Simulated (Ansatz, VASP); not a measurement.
This is a calculation of Li2RuN2 for VASP 6.6.1.

INCAR

```
ALGO     = Normal         # electronic algorithm
EDIFF    = 1E-7           # SCF threshold, eV
ENCUT    = 520            # plane-wave cutoff, eV
GGA      = PE             # functional
ISIF     = 2              # what is computed and relaxed
ISMEAR   = -1             # smearing method
LASPH    = True           # aspherical terms in the spheres
LCHARG   = False          # write CHGCAR
LREAL    = False          # projectors in reciprocal space
LWAVE    = False          # write WAVECAR
NBANDS   = 23             # bands
NELM     = 100            # most SCF steps
PREC     = Accurate       # precision mode
SIGMA    = 0.05           # smearing width, eV
```

File KPOINTS:

```
k-points
0
Gamma
  10 10 5
```

The input POSCAR:

```
Li2RuN2
1.0
    3.1642327038      0.0000000000      0.0000000000
   -1.5821163519      2.7403059050      0.0000000000
    0.0000000000      0.0000000000      5.2114500038
Ru N Li
1 2 2
Direct
   -0.0018370000     -0.0085290000      0.0015370000
    0.3207090000      0.6581200000      0.2143720000
    0.6470900000      0.3035570000      0.7918730000
    0.3423100000      0.6737030000      0.6407680000
    0.6743200000      0.3428450000      0.3536560000
```

Potentials or basis: VASP PAW PBE potentials, release 64 (Ru_pv, N, Li_sv).

Run with:

```bash
$ cat potpaw_PBE.64/Ru_pv/POTCAR potpaw_PBE.64/N/POTCAR potpaw_PBE.64/Li_sv/POTCAR > POTCAR
$ mpirun -np 1 vasp_std > vasp.out
```

Task: Set up the same calculation for Ansatz 0.2.0. Potentials there: Ansatz PAW.

Result: As run (the cutoff follows the program's own potentials):

Contents of input.yaml:

```yaml
crystal:
  lattice:
    - [3.1642327038, 0.0, 0.0]
    - [-1.5821163519, 2.740305905, 0.0]
    - [0.0, 0.0, 5.2114500038]
  atoms:
    - { symbol: Ru, position: [-0.001837, -0.008529, 0.001537] }
    - { symbol: "N", position: [0.320709, 0.65812, 0.214372] }
    - { symbol: "N", position: [0.64709, 0.303557, 0.791873] }
    - { symbol: Li, position: [0.34231, 0.673703, 0.640768] }
    - { symbol: Li, position: [0.67432, 0.342845, 0.353656] }
hamiltonian:
  xc: pbe
  pseudopotentials: { kind: paw }
kpoints:
  mp_grid: { grid: [10, 10, 5] }
scf:
  occupations: { method: fermi_dirac, width: 0.05 }
output:
  forces: true
  stress: true
  eigenvalues: true
```

Potentials or basis: Ansatz PAW.

The run is started by

```console
$ ansatz run input.yaml --threads 2 --pin off --max-ram 5120MiB --backend cpu --events-out ev --progress --plain --runs-dir out
```

Both were run:

|  | VASP | Ansatz | Ansatz less VASP |
| --- | --- | --- | --- |
| gap on the k mesh at the Fermi level (eV) | none | none | - |
| rms of the force components (eV/Å) | 0.284 | 0.276 | -0.0086 |

Atom by atom the forces differ by 0.011 eV/Å (rms over components). A gap of «none» marks a metal or a gap that the smearing closes. The two sets of potentials don't hold the same shells in valence.
